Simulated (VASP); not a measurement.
Given:

```yaml
crystal:
  lattice:
    - [3.00283, 0.00000, 0.00000]
    - [-1.50142, 2.60053, 0.00000]
    - [0.00000, 0.00000, 7.99541]
  atoms:
    - { symbol: Ta, position: [0.00000, 0.00000, 0.00000] }
    - { symbol: Ta, position: [0.00000, 0.00000, 0.50000] }
    - { symbol: Si, position: [0.33333, 0.66667, 0.25000] }
    - { symbol: Si, position: [0.66667, 0.33333, 0.75000] }
```

Method: PBEsol GGA, VASP's PBE PAW potentials (set 64) (plane waves; VASP). Run with 400 eV cut-off, 13×13×5 Γ-centred mesh, tetrahedra with Blöchl corrections, potentials Ta_pv Si.

The cores are frozen, which limits the accuracy of field gradients.

Task: Give the principal components of the electric field gradient (V/Å²) and the asymmetry η at each nucleus.

Result: 
```
atom    Vxx    Vyy    Vzz     η
----  -----  -----  -----  ----
Ta1   -90.0  -90.0  179.9  0.00
Ta2   -90.0  -90.0  179.9  0.00
Si3    32.2   32.2  -64.3  0.00
Si4    32.2   32.2  -64.3  0.00
```

The structure was generated: TaSi was put into the NiAs type (P6_3/mmc), which need not be its known phase. It was relaxed first, which changed the volume by -28 %.
